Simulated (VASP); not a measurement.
An input for Ansatz (written as the equivalent of a VASP run, and not itself run):

Ansatz 0.2 input:
```yaml
crystal:
  lattice:
    - [0.0000000, 3.0149450, 3.0149450]
    - [3.0149450, 0.0000000, 3.0149450]
    - [3.0149450, 3.0149450, 0.0000000]
  atoms:
    - { symbol: Al, position: [0.2500000, 0.2500000, 0.2500000] }
    - { symbol: Al, position: [0.7500000, 0.7500000, 0.7500000] }
    - { symbol: Au, position: [0.0000000, 0.0000000, 0.0000000] }
kpoints:
  mp_grid: { grid: [10, 10, 10] }
hamiltonian:
  xc: pbe
  dispersion: d3bj
  pseudopotentials: { kind: paw }
scf:
  occupations: { method: gaussian, width: 0.136 }
  max_iter: 100
relax:
  max_steps: 50
  f_tol: 0.01
  cell: {}
output: { forces: true, stress: true, eigenvalues: true }
```

Question: Write the VASP files for the same calculation (PBE-D3(BJ)).

Answer: One answer among several that fit: 
**INCAR**
```
ALGO=Normal
EDIFF=1E-6
EDIFFG=-0.01
ENCUT=300
GGA=PE
IBRION=2
ISIF=3
ISMEAR=0
IVDW=12
LASPH=.TRUE.
LCHARG=.FALSE.
LMAXMIX=6
LREAL=.FALSE.
LWAVE=.FALSE.
NELM=100
NSW=50
PREC=Accurate
SIGMA=0.136
SYSTEM=Al2Au
```

File POSCAR:
```
Al2Au
1.0
  0.0000000000   3.0149450000   3.0149450000
  3.0149450000   0.0000000000   3.0149450000
  3.0149450000   3.0149450000   0.0000000000
Al Au
2 1
Cartesian
  1.5074725000   1.5074725000   1.5074725000
  4.5224175000   4.5224175000   4.5224175000
  0.0000000000   0.0000000000   0.0000000000
```

File KPOINTS:
```
Automatic mesh
0
Gamma
10 10 10
0 0 0
```

POTCAR, in this order: Al Au (PBE.64 set). Program: vasp_std.

The two are equivalent in intent, not identical: each code has its own PAW files, so the cut-off isn't converted (ENCUT is set for VASP's; basis.ecutwfc is left out, and Ansatz then takes the one that its files recommend); Ansatz stops its SCF on the density residual and VASP on the energy change (EDIFF).

The structure comes from a computed database's Al2Au entry; how it stands against other phases isn't given here. This run relaxes it. Symmetry was kept, so distortions that lower it aren't found. The run is one of a series of settings (EDIFFG = -0.01, IBRION = 2, ISIF = 3, IVDW = 12, NSW = 50 against the base run), some of them coarse on purpose.
